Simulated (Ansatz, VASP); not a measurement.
# Zr2CSO (Zr2COS MXene monolayer) in two plane-wave programs

Wanted: the spread between two codes on one cell, functional and k mesh. Of the first pair: The structure shown is the start of the Ansatz relaxation below; VASP solves that cell, so the two are compared at the walk's first step.

Method: plane waves, with VASP 6.6.1 beside it; single point at PBE with D3(BJ), in Ansatz 0.2.0.

## Step 1: The starting structure

The cell holds 5 atoms: 1 S, 2 Zr, 1 C and 1 O. Cell: a = 3.289 Å, b = 3.289 Å, c = 42.187 Å, α = 90.0°, β = 90.0°, γ = 120.0°. Vacuum lies along c.

## Step 2: Ansatz: relaxation, PBE with D3(BJ)

Ansatz runs on its PAW soft_1 files.

The two programs are compared at the cell with which this relaxation starts, whose forces are those of its first step.

The input, input.yaml:

```yaml
crystal:
  lattice:
    - [3.289, 0.0, 0.0]
    - [-1.6445, 2.848357553, 0.0]
    - [0.0, 0.0, 42.1866226628]
  atoms:
    - { symbol: S, position: [0.3333333333, 0.6666666667, 0.4337867989] }
    - { symbol: Zr, position: [0.6666666667, 0.3333333333, 0.4767482254] }
    - { symbol: C, position: [0.0, 0.0, 0.5075103887] }
    - { symbol: Zr, position: [0.3333333333, 0.6666666667, 0.5382725519] }
    - { symbol: O, position: [0.6666666667, 0.3333333333, 0.5662132011] }
  periodic: [true, true, false]
kpoints:
  mp_grid: { grid: [12, 12, 1] }
hamiltonian:
  xc: pbe
  dispersion: d3bj
  pseudopotentials: { kind: paw, azcp: { folder: soft_1 } }
scf:
  occupations: { method: fermi_dirac, width: 0.05 }
  convergence: { dr2_threshold: 1.0e-09 }
relax:
  f_tol: 0.004
  max_steps: 90
  cell: {}
output:
  write_potential: true
  write_density: true
  volumetric_format: npy
```

Started as:

```console
$ ansatz run input.yaml --threads 4 --pin off --max-ram 6144MiB --backend cpu --events-out ev --progress --plain --runs-dir out
```

Numbers of over 12 decimals in the logs are rounded to 6 here.

Log:

```text
Warning: relax.cell: scf.convergence.dr2_threshold = 1e-9 eV is looser than the 2.05809757585e-10 eV advised for a relaxation that steers and ends on the stress (1e-10 eV for each atom of the cell: 5, times the square of relax.cell.stress_2d_tol = 0.05 N/m over 15.6 Å (the atoms' height at the walk's start and 5 Å past either face), 3.208e-2 GPa, over a crystal's default 0.05). What an SCF threshold leaves in a stress goes as its square root, and in the free energy as the threshold itself, and one threshold admits the most on a small cell: [figures from the program's tests cut] Set scf.convergence.dr2_threshold to 2.05809757585e-10 eV or tighter. [rest of the remark cut]
Engine: ansatz 0.2.0, aarch64-unknown-linux-gnu
Pseudopotentials: kind: paw
Pseudopotential: S, paw, valence charge 6, recommended cutoff 420 eV (normal), soft_1/S.paw.azcp
Pseudopotential: Zr, paw, valence charge 12, recommended cutoff 420 eV (normal), soft_1/Zr.paw.azcp
Pseudopotential: C, paw, valence charge 4, recommended cutoff 420 eV (normal), soft_1/C.paw.azcp
Pseudopotential: O, paw, valence charge 6, recommended cutoff 420 eV (normal), soft_1/O.paw.azcp
Functional definition: PBE
  parameter kappa = 0.804
  parameter beta = 0.066725
  exchange = pbe_x(kappa = kappa, mu = beta*pi^2/3)
  correlation = pbe_c(beta = beta)
Crystal: 5 atoms, lattice volume = 395.215 Å³
Basis set: ecut = 420 eV, 7881 PW (Γ), exchange–correlation on 48×48×576 points (8 copies of the dense FFT grid, shifted against one another)
Bands: 25, of which v1, the nominal top of the filled ones, is band 20 counted from 1 (19 counted from 0)
Symmetry: 6 space group operations
Space group: P3m1 (ITA 156), of the structure as read, at distance tolerance 7.3e-5 Å
k-points: 19 of 144 (time reversal used)
Non-local potential: S, projectors of the file, l = 0: 2, l = 1: 2, l = 2: 1
Non-local potential: Zr, projectors of the file, l = 0: 3, l = 1: 2, l = 2: 2, l = 3: 1
Non-local potential: C, projectors of the file, l = 0: 2, l = 1: 2, l = 2: 1
Non-local potential: O, projectors of the file, l = 0: 2, l = 1: 2, l = 2: 1
PAW form: soft (Blöchl's): semilocal exchange-correlation on the pseudo side does not see the compensation charge
PAW one-centre angular grid: S, 110 points (default); XC on 64 Gauss nodes
PAW one-centre angular grid: Zr, 590 points (default); XC on 64 Gauss nodes
PAW one-centre angular grid: C, 110 points (default); XC on 64 Gauss nodes
PAW one-centre angular grid: O, 110 points (default); XC on 64 Gauss nodes
Initial density: superposition of atomic densities (neutral atoms: chi_scale 0, normalization atom)
Initial wavefunctions: pseudopotential atomic-orbital guess
Functional: x = pbe(κ = 0.804, μ = 0.219515), c = pbe(β = 0.066725)
SCF iter   1: F=—  HF=-10099.325609 eV  |F-HF|=—  |Δ(HF+E_count)|=         —  Δρ=5.68e-2  dr2=2.54e1  ethr=3.10e-3  ⟨swp⟩=13.6  Hψ=3956  notcnv=0
preconditioner: auto → LDOS  [metal: Δε(μ)=0.089 eV  Ē_g=9.280 eV  σ=0.050 eV  W_gap=0.38  n_scr=24 (ndim 8)  ℏωp=9.2 eV  f_vac=0.777  D(μ)=2.59/eV (n_scr^D=14)  β→1.0]
SCF iter   2: F=—  HF=-10099.576003 eV  |F-HF|=—  |Δ(HF+E_count)|=   2.50e-1  Δρ=7.55e-2  dr2=2.59e1  ethr=3.10e-3  ⟨swp⟩=7.4  Hψ=1870  notcnv=0  defer=3
SCF iter   3: F=—  HF=-10094.745312 eV  |F-HF|=—  |Δ(HF+E_count)|=    4.83e0  Δρ=9.24e-3  dr2=3.22e-1  ethr=3.10e-3  ⟨swp⟩=5.7  Hψ=1689  notcnv=0  defer=1
SCF iter   4: F=—  HF=-10094.708591 eV  |F-HF|=—  |Δ(HF+E_count)|=   3.67e-2  Δρ=2.79e-3  dr2=6.18e-2  ethr=8.06e-4  ⟨swp⟩=3.5  Hψ=1118  notcnv=0  defer=3
SCF iter   5: F=—  HF=-10094.704861 eV  |F-HF|=—  |Δ(HF+E_count)|=   3.73e-3  Δρ=1.07e-3  dr2=1.41e-2  ethr=1.55e-4  ⟨swp⟩=3.5  Hψ=1099  notcnv=0  defer=4
SCF iter   6: F=—  HF=-10094.703301 eV  |F-HF|=—  |Δ(HF+E_count)|=   1.56e-3  Δρ=3.25e-4  dr2=6.55e-4  ethr=3.53e-5  ⟨swp⟩=3.4  Hψ=996  notcnv=0  defer=5
SCF iter   7: F=—  HF=-10094.703324 eV  |F-HF|=—  |Δ(HF+E_count)|=   2.29e-5  Δρ=1.21e-4  dr2=1.35e-4  ethr=1.64e-6  ⟨swp⟩=3.5  Hψ=1103  notcnv=0  defer=5
SCF iter   8: F=—  HF=-10094.703320 eV  |F-HF|=—  |Δ(HF+E_count)|=   4.41e-6  Δρ=4.80e-5  dr2=1.09e-5  ethr=3.39e-7  ⟨swp⟩=3.4  Hψ=897  notcnv=0  defer=4
SCF iter   9: F=—  HF=-10094.703337 eV  |F-HF|=—  |Δ(HF+E_count)|=   1.70e-5  Δρ=1.66e-5  dr2=1.85e-6  ethr=2.73e-8  ⟨swp⟩=3.2  Hψ=1083  notcnv=0  defer=4
[...]
SCF iter   2: F=—  HF=-10095.373505 eV  |F-HF|=—  |Δ(HF+E_count)|=   3.61e-5  Δρ=5.22e-5  dr2=2.60e-5  ethr=3.61e-8  ⟨swp⟩=2.5  Hψ=734  notcnv=0
SCF iter   3: F=—  HF=-10095.373503 eV  |F-HF|=—  |Δ(HF+E_count)|=   2.18e-6  Δρ=1.13e-5  dr2=1.80e-6  ethr=3.61e-8  ⟨swp⟩=2.9  Hψ=852  notcnv=0
SCF iter   4: F=—  HF=-10095.373503 eV  |F-HF|=—  |Δ(HF+E_count)|=   2.73e-7  Δρ=1.32e-6  dr2=1.08e-8  ethr=4.49e-9  ⟨swp⟩=3.3  Hψ=830  notcnv=0
SCF iter   5: F=—  HF=-10095.373503 eV  |F-HF|=—  |Δ(HF+E_count)|=   1.23e-8  Δρ=8.78e-7  dr2=5.94e-9  ethr=2.50e-12  ⟨swp⟩=14.5  Hψ=4633  notcnv=0
SCF iter   6: F=-10095.373503 eV  HF=-10095.373503 eV  |F-HF|=2.00e-9  |Δ(HF+E_count)|=   4.03e-9  Δρ=1.75e-7  dr2=2.00e-10  ethr=2.50e-12  ⟨swp⟩=10.6  Hψ=3856  notcnv=0
SCF 9 converged in 6 iterations: F = -10095.373503 eV  dr2 = 2.00e-10
relax step   9: F+E_penalty+E_count = -10095.37350283 eV  Δ(F+E_penalty+E_count) = +2.494e-5 eV  max|allowed force component| = 8.027e-4 eV/Å  Δτ_max = 0.0007 Å  P = -0.006 N/m  Ω = 412.865 Å³  energy of the carried Pulay correction = -3.819e-5 eV  fix = [c, alpha, beta]  reactions: c -0.000 N/m  (6 SCF iters, accepted)
iter 1 solved again at ethr=2.77e-7 eV; its pass at ethr=3.10e-3 eV (dr2=1.11e-4 eV) is discarded
SCF iter   1: F=—  HF=-10095.373507 eV  |F-HF|=—  |Δ(HF+E_count)|=         —  Δρ=1.37e-6  dr2=9.24e-9  ethr=2.77e-7  ⟨swp⟩=6.7  Hψ=6091  notcnv=0
eigensolver tolerance schedule: the retry pair's looser diagonalisation over-reported the residual by 12012.15 of it (diagonalisation noise at an unbounded share of the residual, at the tolerance the schedule requests for it); recorded, not acted on — ethr = c·dr2/N_el stays at c = 1.0e-1
preconditioner: auto → LDOS  [insulator: Δε(μ)=0.131 eV  Ē_g=8.378 eV  σ=0.050 eV  W_gap=0.50  n_scr=24 (ndim 8)  ℏωp=9.0 eV  f_vac=0.794  D(μ)=0.66/eV (n_scr^D=6)  ε∞_Penn≈2.1  β→1.0]
SCF iter   2: F=—  HF=-10095.373543 eV  |F-HF|=—  |Δ(HF+E_count)|=   3.62e-5  Δρ=1.89e-6  dr2=6.24e-8  ethr=2.31e-11  ⟨swp⟩=6.5  Hψ=2043  notcnv=0
SCF iter   3: F=—  HF=-10095.373543 eV  |F-HF|=—  |Δ(HF+E_count)|=   6.68e-9  Δρ=6.28e-7  dr2=2.33e-9  ethr=2.31e-11  ⟨swp⟩=3.8  Hψ=858  notcnv=0
SCF iter   4: F=—  HF=-10095.373543 eV  |F-HF|=—  |Δ(HF+E_count)|=  2.36e-10  Δρ=2.97e-7  dr2=1.13e-9  ethr=5.83e-12  ⟨swp⟩=3.5  Hψ=970  notcnv=0
SCF iter   5: F=-10095.373543 eV  HF=-10095.373543 eV  |F-HF|=1.24e-10  |Δ(HF+E_count)|=  1.67e-10  Δρ=9.68e-8  dr2=6.86e-11  ethr=2.50e-12  ⟨swp⟩=16.6  Hψ=4201  notcnv=0
SCF 10 converged in 5 iterations: F = -10095.373543 eV  dr2 = 6.86e-11
relax step  10: F+E_penalty+E_count = -10095.37354334 eV  Δ(F+E_penalty+E_count) = -4.051e-5 eV  max|allowed force component| = 8.096e-4 eV/Å  Δτ_max = 0.0000 Å  P = -0.006 N/m  Ω = 412.865 Å³  fix = [c, alpha, beta]  reactions: c -0.000 N/m  stress off target by 5.73e-3 N/m on what of the cell is left free  SCF on the basis re-selected at this cell (its energy is not comparable with the rows above)  (5 SCF iters)
basis re-selected at this cell: Δ(F+E_penalty+E_count) = -4.051e-5 eV, ΔP = +0.000 N/m vs the last step (what re-selecting the basis moved, of the pressure what is left beyond the Pulay correction that the steps carried, after the strain that the cell walked since its last selection, with what the two solves' SCF thresholds leave and, on support functions, any second-order correction that the steps lacked; it is no m [...]
WARN: The output density's exchange-correlation potential varies sharply where the density is thin. Do not read a vacuum level from v_tot or v_xc, or from such a field of the output density. On a cell that repeats whose density bears no net charge and no dipole along the vacuum's axis use v_es (v_loc + v_h of the components); under efield.dipole_correction with no amplitude use v_es + v_field, which holds any externa [...]
SCF converged after 5 iterations
Free energy (F): -10095.373543 eV
Harris-Foulkes:  -10095.373543 eV  (|F-HF|=1.24e-10)
Internal energy: -10095.368211 eV  (E = F + TS)
E sigma→0 (E₀):  -10095.370877 eV
Entropy (-TS):   -0.005332 eV (-1.066 meV/atom)
Fermi energy:    -5.424229 eV
--- Per-component energies (eV) ---
  E_band       = -872.776600
  E_kinetic    = 993.456213
  E_local      = -126196.523494  (includes V_loc(G=0)·N_el)
  E_nonlocal   = 255.692755
  E_hartree    = 62461.561547
  E_xc         = -519.660962
  E_vxc        = -601.134753  (∫ρ·V_xc dr)
  E_paw        = -6797.399282  (= ΣΔE_a)
  E_vpaw       = -247.390288  (= ΣTr[D̂ρ^β])
  E_aug_tail   = 0.000728  (compensation charges beyond the density's cutoff)
  E_ewald      = 59708.806805
  E_disp       = -1.302522  (pairwise vdW)
  E_smearing   = -0.005332  (= −TS)
  E_closure    = 0.000000  (closes the sum)
  Σ components = -10095.373543   (vs F -10095.373543, Δ=0.00e0)
--- Forces (eV/Å), atoms counted from 1 ---
  atom   1  S      0.00000000    -0.00000000     0.00059069
  atom   2  Zr     0.00000000     0.00000000    -0.00080939
  atom   3  C      0.00000000     0.00000000     0.00030891
  atom   4  Zr     0.00000000     0.00000000     0.00053075
  atom   5  O      0.00000000     0.00000000    -0.00062006
  max |Σ_I F_I| component: 8.90e-7 eV/Å
--- 2D stress c σ (N/m, compression-positive) ---
       -0.005735       0.000000       0.000000
        0.000000      -0.005735       0.000000
        0.000000       0.000000      -0.000000
  P = ½ c Tr σ = -0.0057 N/m
--- Band table (eV; the first three rows and the last of 19) ---
  k-point 0: bands = [... 16 lower, -7.5298, -6.5126, -5.2043, -5.2043, -4.1099, -4.1099, -3.8898, -2.6035, ... 1 higher]
  k-point 1: bands = [... 16 lower, -7.5097, -6.3777, -5.8098, -5.5338, -4.2131, -3.7606, -3.5349, -2.6355, ... 1 higher]
  k-point 2: bands = [... 16 lower, -7.4907, -7.1041, -6.1542, -5.9763, -4.5724, -3.3081, -3.0171, -2.6100, ... 1 higher]
  k-point 18: bands = [... 16 lower, -8.5002, -7.9264, -7.6173, -7.5129, -3.5107, -3.0223, -2.3342, -1.9018, ... 1 higher]
  the weakly bound empty levels are not read free of the cell's end (no_gap_told)
--- Relaxed structure (8 steps of the walk, 8 accepted, 2 SCFs on fresh bases) ---
  F+E_penalty+E_count = -10095.37354334 eV   max|allowed force component| = 8.096e-4 eV/Å   (the final SCF, on the basis selected at the relaxed cell)
  cell:  # Å, volume = 412.8649 Å³
    - [3.361641, 5.37648138216863e-18, 0]
    - [-1.680820, 2.911266, 0]
    - [0, 0, 42.1866226628]
  atoms:
    - { symbol: S, position: [0.333333, 0.666667, 0.437679] }
    - { symbol: Zr, position: [0.666667, 0.333333, 0.475694] }
    - { symbol: C, position: [0, 0, 0.507235] }
    - { symbol: Zr, position: [0.333333, 0.666667, 0.540412] }
    - { symbol: O, position: [0.666667, 0.333333, 0.561510] }
```

## Step 3: VASP: single point, PBE with D3(BJ), start cell, pair 1

The same cell, functional, mesh and smearing now go to VASP, with its own data sets.

Lines of VASP's logs that name or quote its potential files are left out, and so is its time.

The input, INCAR:

```
SYSTEM = Zr2CSO
PREC = Accurate
ENCUT = 520
EDIFF = 1E-06
NELM = 120
ISMEAR = -1
SIGMA = 0.05
LREAL = .FALSE.
ALGO = Normal
GGA = PE
IVDW = 12
NBANDS = 26
LASPH = .TRUE.
LORBIT = 11
LWAVE = .FALSE.
LCHARG = .FALSE.
ISIF = 2
LDIPOL = .TRUE.
IDIPOL = 3
DIPOL = 0.5 0.5 0.505
LVHAR = .TRUE.
GGA_COMPAT = .FALSE.
NELMDL = -8
KPAR = 2
```

The input, POSCAR:

```
Zr2CSO
1.0
    3.2890000000      0.0000000000      0.0000000000
   -1.6445000000      2.8483580000      0.0000000000
    0.0000000000      0.0000000000     42.1866230000
S Zr C O
1 2 1 1
Direct
    0.3333332748      0.6666665496      0.4337867954
    0.6666666081      0.3333332163      0.4767482100
    0.3333332748      0.6666665496      0.5382725467
    0.9999999415      0.9999998829      0.5075103783
    0.6666666081      0.3333332163      0.5662132046
```

The input, KPOINTS:

```
Automatic mesh
0
Gamma
12 12 1
0 0 0
```

The projector-augmented-wave data sets are S, Zr_sv, C and O (PBE family, release 64).

Started as:

```console
$ mpirun -np 2 vasp_std
```

Log:

```text
[banner, memory and clock lines left out]
running    2 mpi-ranks, on    1 nodes
 distrk:  each k-point on    1 cores,    2 groups
 distr:  one band on    1 cores,    1 groups

 POSCAR found type information on POSCAR S ZrC O
 POSCAR found :  4 types and       5 ions
 LDA part: xc-table for (Slater+PW92), standard interpolation
 POSCAR, INCAR and KPOINTS ok, starting setup
 FFT: planning ... GRIDC
 FFT: planning ... GRID_SOFT
 FFT: planning ... GRID
 WAVECAR not read
 entering main loop
       N       E                     dE             d eps       ncg     rms          rms(c)
DAV:   1     0.393150535071E+03    0.39315E+03   -0.17914E+04  1228   0.118E+03
DAV:   2     0.271594611517E+01   -0.39043E+03   -0.38188E+03  1354   0.311E+02
DAV:   3    -0.474315490701E+02   -0.50147E+02   -0.49756E+02  1502   0.106E+02
DAV:   4    -0.502952779010E+02   -0.28637E+01   -0.28558E+01  1550   0.242E+01
DAV:   5    -0.504179753084E+02   -0.12270E+00   -0.12267E+00  1488   0.368E+00
DAV:   6    -0.504199493130E+02   -0.19740E-02   -0.19738E-02  1496   0.626E-01
DAV:   7    -0.504199980603E+02   -0.48747E-04   -0.48747E-04  1480   0.903E-02
DAV:   8    -0.504199997191E+02   -0.16588E-05   -0.16581E-05  1520   0.173E-02    0.294E+01
DAV:   9    -0.436275582867E+02    0.67924E+01   -0.46259E+01  1150   0.345E+01    0.136E+01
DAV:  10    -0.445779913555E+02   -0.95043E+00   -0.35511E+01  1530   0.269E+01    0.922E+00
DAV:  11    -0.441296960323E+02    0.44830E+00   -0.35099E+01  1416   0.218E+01    0.417E+00
DAV:  12    -0.430286422715E+02    0.11011E+01   -0.52780E+00  1572   0.115E+01    0.149E+00
DAV:  13    -0.430452760555E+02   -0.16634E-01   -0.45374E-01  1284   0.309E+00    0.950E-01
DAV:  14    -0.430421321717E+02    0.31439E-02   -0.41986E-02  1482   0.130E+00    0.516E-01
[...]
DAV:  23    -0.430415017531E+02   -0.47790E-04   -0.39073E-06  1164   0.882E-03    0.443E-03
DAV:  24    -0.430415586439E+02   -0.56891E-04   -0.45323E-06   988   0.906E-03    0.193E-03
DAV:  25    -0.430415714784E+02   -0.12834E-04   -0.29916E-07   804   0.311E-03    0.127E-03
DAV:  26    -0.430415850260E+02   -0.13548E-04   -0.36790E-07   828   0.222E-03    0.868E-04
DAV:  27    -0.430415960837E+02   -0.11058E-04   -0.33117E-07   770   0.260E-03    0.581E-04
DAV:  28    -0.430415973285E+02   -0.12448E-05   -0.44567E-08   590   0.954E-04    0.438E-04
DAV:  29    -0.430416014708E+02   -0.41423E-05   -0.11883E-07   740   0.950E-04    0.379E-04
DAV:  30    -0.430416021283E+02   -0.65746E-06   -0.24621E-08   590   0.614E-04
   1 F= -.44388719E+02 E0= -.44383358E+02  d E =-.107223E-01
```

From OUTCAR (step 3):

```text
ion  position               nearest neighbor table
   1  0.333  0.667  0.434-   2 2.62   2 2.62   2 2.62
   2  0.667  0.333  0.477-   4 2.30   4 2.30   4 2.30   1 2.62   1 2.62   1 2.62   3 3.22   3 3.22
                             3 3.22
   3  0.333  0.667  0.538-   5 2.24   5 2.24   5 2.24   4 2.30   4 2.30   4 2.30   2 3.22   2 3.22
                             2 3.22
   4  1.000  1.000  0.508-   2 2.30   2 2.30   3 2.30   3 2.30   2 2.30   3 2.30
   5  0.667  0.333  0.566-   3 2.24   3 2.24   3 2.24

  LATTYP: Found a hexagonal cell.
 ALAT       =     3.2890000000
 C/A-ratio  =    12.8265804196

 Subroutine GETGRP returns: Found  6 space group operations
 (whereof  6 operations were pure point group operations)

The static configuration has the point symmetry C_3v.

 Found     19 irreducible k-points:

   k-points           NKPTS =     19   k-points in BZ     NKDIM =     19   number of bands    NBANDS=     26

   dimension x,y,z NGX =    24 NGY =   24 NGZ =  320
   dimension x,y,z NGXF=    48 NGYF=   48 NGZF=  640

   ENCUT  =  520.0 eV  38.22 Ry    6.18 a.u.   6.12  6.12 78.44*2*pi/ulx,y,z

   NELECT =      40.0000    total number of electrons

 k-points in reciprocal lattice and weights: Automatic mesh
   0.00000000  0.00000000  0.00000000       0.007
   0.08333333 -0.00000000  0.00000000       0.042
   0.16666667 -0.00000000  0.00000000       0.042
   0.25000000 -0.00000000  0.00000000       0.042
   0.33333333 -0.00000000  0.00000000       0.042
   0.41666667 -0.00000000  0.00000000       0.042
   0.50000000 -0.00000000  0.00000000       0.021
   0.08333333  0.08333333  0.00000000       0.042
   0.16666667  0.08333333  0.00000000       0.083
[...]
0.33333333  0.25000000  0.00000000       0.083
   0.33333333  0.33333333  0.00000000       0.014

 dipolmoment           0.000000      0.000000      0.042307 electrons x Angstroem

 average (electrostatic) potential at core
       1 -94.7088       2 -87.1289       3 -87.5292       4 -57.7042       5 -78.6442

 E-fermi :  -4.0879

 k-point     1 :       0.0000    0.0000    0.0000
  band No.  band energies     occupation
    ...
     14      -7.5712      2.00000
     15      -6.9189      2.00000
     16      -5.7473      2.00000
     17      -5.7473      2.00000
     18      -5.2979      2.00000
     19      -3.4928      0.00001
     20      -3.4928      0.00001
     21      -2.5782      0.00000
     22      -2.5782      0.00000
     23      -2.5736      0.00000
    ...

 k-point     2 :       0.0833   -0.0000    0.0000
  band No.  band energies     occupation
    ...
     15      -6.7835      2.00000
     16      -6.0725      2.00000
     17      -5.7662      2.00000
     18      -5.1578      2.00000
     19      -4.1178      1.29032
     20      -3.7589      0.00277
     21      -2.7897      0.00000
     22      -2.2931      0.00000
     23      -2.2174      0.00000
     24      -0.6286      0.00000
    ...

 k-point     3 :       0.1667   -0.0000    0.0000
  band No.  band energies     occupation
    ...
     16      -6.1301      2.00000
     17      -5.8397      2.00000
     18      -5.5505      2.00000
     19      -4.8505      2.00000
     20      -4.1120      1.23608
     21      -3.2850      0.00000
     22      -1.8297      0.00000
     23      -1.8114      0.00000
     24      -0.7115      0.00000
     25      -0.0541      0.00000
    ...

 Edisp (eV)   -1.34712

  Total       0.86877     0.86877    -2.30462    -0.00000     0.00000    -0.00000
  in kB       3.52192     3.52192    -9.34278    -0.00000     0.00000    -0.00000
  external pressure =       -0.77 kB  Pullay stress =        0.00 kB

  energy-cutoff  :      520.00
  volume of cell :      395.21
      direct lattice vectors                 reciprocal lattice vectors
     3.289000000  0.000000000  0.000000000     0.304043782  0.175539732  0.000000000
    -1.644500000  2.848358000  0.000000000     0.000000000  0.351079464  0.000000000
     0.000000000  0.000000000 42.186623000     0.000000000  0.000000000  0.023704196

 POSITION                                       TOTAL-FORCE (eV/Angst)
 -----------------------------------------------------------------------------------
     -0.00000      1.89890     18.30000        -0.000000      0.000000      1.277564
      1.64450      0.94945     20.11240         0.000000      0.000000     -2.125998
     -0.00000      1.89890     22.70790         0.000000     -0.000000      4.582239
      1.64450      2.84836     21.41015        -0.000000      0.000000     -0.913087
      1.64450      0.94945     23.88662        -0.000000      0.000000     -2.820717
 -----------------------------------------------------------------------------------
    total drift:                                0.000001      0.001735      0.000048

  FREE ENERGIE OF THE ION-ELECTRON SYSTEM (eV)
  ---------------------------------------------------
  free  energy   TOTEN  =       -44.3887189108 eV

  energy  without entropy=      -44.3779965894  energy(sigma->0) =      -44.38335775

 vacuum level on the upper side and lower side of the slab         3.036         2.219

 total charge
# of ion       s       p       d       tot
------------------------------------------
    1        1.368   2.310   0.000   3.678
    2        2.183   6.042   1.628   9.853
    3        2.176   6.050   1.499   9.725
    4        0.888   1.537   0.000   2.425
    5        1.575   3.361   0.000   4.936
--------------------------------------------------
tot          8.190  19.300   3.127  30.617

[... 3 further parts left out ...]
```

(Continued in part 2 of 2.)

[Lines on the potential files, build, host, timing and source positions are cut from VASP's logs without a mark.]

[Logs are printed without paths, hosts, clocks, repeated set-up lines and the standing remarks that a program may print on its own settings, such as how far it seeks lower states.]

[Hosts, paths, dates, database ids (printed as entryN), source tags and the programs' standing remarks are cut or masked in the printed files.]
